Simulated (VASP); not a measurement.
An input for Quantum ESPRESSO's pw.x (written as the equivalent of a VASP run, and not itself run):

```
&CONTROL
  calculation = 'scf'
  pseudo_dir = './pseudo'
  outdir = './out'
  tprnfor = .true.
  tstress = .true.
/
&SYSTEM
  ibrav = 0
  nat = 4
  ntyp = 1
  ecutwfc = 58
  occupations = 'smearing'
  smearing = 'gaussian'
  degauss = 0.00147
  input_dft = 'pbe'
/
&ELECTRONS
  conv_thr = 7.3e-08
  electron_maxstep = 100
/
ATOMIC_SPECIES
  Cl 35.450 Cl.upf
CELL_PARAMETERS angstrom
     2.3072000   -3.2136000    0.0000000
     2.3072000    3.2136000    0.0000000
     0.0000000    0.0000000    8.5078000
ATOMIC_POSITIONS crystal
  Cl   0.8960970  0.8909010  0.8984540
  Cl   0.6170860  0.6075930  0.3953400
  Cl   0.3687330  0.3739790  0.6088420
  Cl   0.1180830  0.1275270  0.0973640
K_POINTS automatic
  6 6 3 0 0 0
```

Problem. Write the VASP files for the same calculation (PBE).

Solution. One answer among several that fit: 
**POSCAR**
```
Cl
1
    2.3072000000    -3.2136000000     0.0000000000
    2.3072000000     3.2136000000     0.0000000000
    0.0000000000     0.0000000000     8.5078000000
Cl
4
Direct
  0.8960970000   0.8909010000   0.8984540000
  0.6170860000   0.6075930000   0.3953400000
  0.3687330000   0.3739790000   0.6088420000
  0.1180830000   0.1275270000   0.0973640000
```

### KPOINTS
```
Automatic mesh
0
Gamma
6 6 3
0 0 0
```

### INCAR
```
! general
SYSTEM = Cl
PREC   = Accurate
ENCUT  = 180
LREAL  = .FALSE.
LASPH  = .TRUE.

! electronic loop
EDIFF  = 1E-6
NELM   = 100
ALGO   = Normal

! smearing
ISMEAR = 0
SIGMA  = 0.02

! functional
GGA    = PE

! ions
ISIF   = 2

! output
LWAVE  = .FALSE.
LCHARG = .FALSE.
```

POTCAR, in this order: Cl (PBE.64 set). Program: vasp_std.

The two are equivalent in intent, not identical: the potentials are each code's own (VASP's PAW set, PseudoDojo norm-conserving files in pw.x), so ENCUT and ecutwfc are chosen apart and not converted; conv_thr bounds pw.x's estimated SCF error, while EDIFF bounds the energy change between steps.

The structure is a typed Cl crystal. The cell was not relaxed at this level, atoms are displaced from their ideal sites. The run is one of a series of settings (ENCUT = 180 against the base run), some of them coarse on purpose.
